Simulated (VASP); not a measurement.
# What goes wrong when Al is relaxed with a bad input, part 2 of 2

Aim: see how common mistakes in a VASP relaxation show up, on Al. The starting structure is a measured crystal structure from the Crystallography Open Database. The first relaxation on each setting starts from this cell expanded by 3 % in volume.

VASP 6.6.1.

Results so far: reference 16.19 Å³ an atom; the cell held fixed (ISIF = 2) 17.10 Å³ an atom.

**5. Relaxation with too few electronic steps (continued)**

Level of this step: PBEsol; plane waves and PAW (Al) (VASP).

From OUTCAR (step 5):

```text
  Total        0.0025427      0.0025427      0.0025427      0.0000000     -0.0000000      0.0000000
  in kB        0.2516538      0.2516538      0.2516538      0.0000000     -0.0000000      0.0000000
  external PRESSURE =       0.2516538 kB  Pullay stress =       0.0000000 kB

 POSITION                                       TOTAL-FORCE (eV/Angst)
 -----------------------------------------------------------------------------------
      0.00000      0.00000      0.00000         0.000000      0.000000      0.000000
 -----------------------------------------------------------------------------------
    total drift:                               -0.000000     -0.000000      0.000000

  FREE ENERGIE OF THE ION-ELECTRON SYSTEM (eV)
  ---------------------------------------------------
  free  energy   TOTEN  =        -4.0895807286 eV

  energy  without entropy=       -4.0884621327  energy(sigma->0) =       -4.08920786

[... 2 parts as in an earlier step ...]

[... 2 further parts left out ...]
[key lines of the parts left out:]
E-fermi :   8.1408
```

With too few electronic steps the cell ends at 16.188 Å³ an atom, -0.02 % from the reference.

**6. Relaxation with a cutoff far too low**

A slip made on purpose: a cutoff far too low. Against step 2 the input has PREC = Normal and ENCUT = 130 (also changed: NELM).

INCAR reads:

```
SYSTEM = Al
PREC = Normal
ENCUT = 130
EDIFF = 1E-06
NELM = 60
ISMEAR = 1
SIGMA = 0.15
LREAL = .FALSE.
ALGO = Normal
GGA = PS
NBANDS = 7
LORBIT = 11
LWAVE = .FALSE.
LCHARG = .FALSE.
KPAR = 4
IBRION = 2
NSW = 50
ISIF = 3
EDIFFG = -0.004
```

POSCAR reads:

```
Al
1.0
    0.0000000000      2.0449750663      2.0449750663
    2.0449750663      0.0000000000      2.0449750663
    2.0449750663      2.0449750663      0.0000000000
Al
1
Direct
    0.0000000000      0.0000000000      0.0000000000
```

KPOINTS reads:

```
Automatic mesh
0
Gamma
18 18 18
0 0 0
```

PAW data sets: Al (PBE family, release 64).

Command:

```console
mpirun -np 4 vasp_std
```

Output:

```text
[... set-up lines as in an earlier step ...]
 entering main loop
       N       E                     dE             d eps       ncg     rms          rms(c)
DAV:   1    -0.396182931113E+01   -0.39618E+01   -0.46880E+02  3451   0.835E+01
DAV:   2    -0.407792509861E+01   -0.11610E+00   -0.11576E+00  3815   0.563E+00
DAV:   3    -0.407801281553E+01   -0.87717E-04   -0.87717E-04  3465   0.129E-01
DAV:   4    -0.407801282561E+01   -0.10072E-07   -0.10063E-07  3941   0.110E-03
DAV:   5    -0.407801282653E+01   -0.92122E-09   -0.48331E-12  3381   0.384E-06    0.124E+00
DAV:   6    -0.406129970400E+01    0.16713E-01   -0.23545E-03  3332   0.193E-01    0.714E-01
DAV:   7    -0.404962443222E+01    0.11675E-01   -0.68654E-03  3325   0.330E-01    0.139E-01
DAV:   8    -0.404961358134E+01    0.10851E-04   -0.39076E-06  3710   0.111E-02    0.707E-03
DAV:   9    -0.404961290454E+01    0.67680E-06   -0.45120E-07  3115   0.269E-03
   1 F= -.40496129E+01 E0= -.40494617E+01  d E =-.404961E+01
[...]
N       E                     dE             d eps       ncg     rms          rms(c)
DAV:   1    -0.406338869557E+01   -0.13775E-01   -0.19925E-01  3360   0.179E+00    0.446E-01
DAV:   2    -0.406222152114E+01    0.11672E-02   -0.27234E-04  3598   0.795E-02    0.236E-01
DAV:   3    -0.406146815875E+01    0.75336E-03   -0.33504E-04  3290   0.730E-02    0.343E-02
DAV:   4    -0.406146420295E+01    0.39558E-05   -0.20494E-06  4067   0.624E-03    0.172E-02
DAV:   5    -0.406146415485E+01    0.48099E-07   -0.24752E-08  1512   0.728E-04
   2 F= -.40614642E+01 E0= -.40610733E+01  d E =-.118513E-01
 trial-energy change:   -0.011851  1 .order   -0.011347   -0.027335    0.004641
 step:   0.8658(harm=  0.8549)  dis= 0.00000  next Energy=    -4.061774 (dE=-0.122E-01)
[...]
N       E                     dE             d eps       ncg     rms          rms(c)
DAV:   1    -0.406181669437E+01   -0.35249E-03   -0.34471E-03  3402   0.235E-01    0.620E-02
DAV:   2    -0.406179525317E+01    0.21441E-04   -0.52929E-06  3528   0.110E-02    0.324E-02
DAV:   3    -0.406177974247E+01    0.15511E-04   -0.55625E-06  3353   0.935E-03    0.408E-03
DAV:   4    -0.406177947615E+01    0.26632E-06   -0.43961E-08  1449   0.902E-04
   3 F= -.40617795E+01 E0= -.40613988E+01  d E =-.121666E-01
[...]
reached required accuracy - stopping structural energy minimisation
```

It took 2 s on 4 MPI ranks of AMD EPYC 7R43, shared host; peak memory 0.26 GiB; 5.7 s of CPU time.

OUTCAR, selected parts (step 6):

```text
  Total        0.0010859      0.0010859      0.0010859      0.0000000     -0.0000000     -0.0000000
  in kB        0.1074674      0.1074674      0.1074674      0.0000000     -0.0000000     -0.0000000
  external PRESSURE =       0.1074674 kB  Pullay stress =       0.0000000 kB

 POSITION                                       TOTAL-FORCE (eV/Angst)
 -----------------------------------------------------------------------------------
      0.00000      0.00000     -0.00000         0.000000      0.000000      0.000000
 -----------------------------------------------------------------------------------
    total drift:                                0.000000     -0.000000     -0.000000

  FREE ENERGIE OF THE ION-ELECTRON SYSTEM (eV)
  ---------------------------------------------------
  free  energy   TOTEN  =        -4.0617794762 eV

  energy  without entropy=       -4.0606373664  energy(sigma->0) =       -4.06139877

[... 2 parts as in an earlier step ...]

[... 2 further parts left out ...]
[key lines of the parts left out:]
E-fermi :   8.1815
```

With a cutoff far too low the cell ends at 16.189 Å³ an atom, -0.02 % from the reference; the bulk modulus is 81.6 GPa against 80.8 GPa.

**7. The runs compared**

| run | ended | volume (Å³/atom) | change (%) | bulk modulus (GPa) | pressure left (GPa) | core minutes |
| --- | --- | --- | --- | --- | --- | --- |
| reference | converged | 16.192 | - | 80.8 | 0.0 | 1.41 |
| the cell held fixed (ISIF = 2) | converged | 17.104 | 5.63 | - | -3.94 | 0.28 |
| a functional's name that the tag doesn't take | stopped by VASP | - | - | - | - | 0.253 |
| too few electronic steps | converged | 16.188 | -0.02 | - | 0.03 | 0.573 |
| a cutoff far too low | converged | 16.189 | -0.02 | 81.6 | 0.01 | 0.133 |

Core minutes are wall time times ranks, summed over the relaxations behind a row (those for a bulk modulus apart), on shared hosts.

**8. Outcome**

| Quantity | Value |
| --- | --- |
| volume of the reference | 16.19 Å³/atom |
| volume against the reference, the cell held fixed (ISIF = 2) | +5.63 % |
| volume against the reference, too few electronic steps | -0.02 % |
| volume against the reference, a cutoff far too low | -0.02 % |
| run with a functional's name that the tag doesn't take | stopped by VASP |

In words: VASP stopped by itself in the run with a functional's name that the tag doesn't take. Finished, but with signs in the output that stand out against the reference: the cell held fixed (ISIF = 2), with the volume kept at the input's, +5.6 % from the reference (signs: a stress of up to 3.9 GPa); too few electronic steps, with the volume changed by less than 0.1 % (signs: warnings that the electronic loop ran out of cycles and -7.2 GPa at the first ionic step (of the first relaxations, not shown; reference: -3.9 GPa)). Little came of a cutoff far too low in this material. The reference was restarted once and the runs with a slip weren't, so their cells may not have settled fully. Further runs on this material are not shown.

[Lines on the potential files, build, host, timing and source positions are cut from VASP's logs without a mark.]

[Logs are printed without paths, hosts, clocks, repeated set-up lines and the standing remarks that a program may print on its own settings, such as how far it seeks lower states.]

[Hosts, paths, dates, database ids (printed as entryN), source tags and the programs' standing remarks are cut or masked in the printed files.]
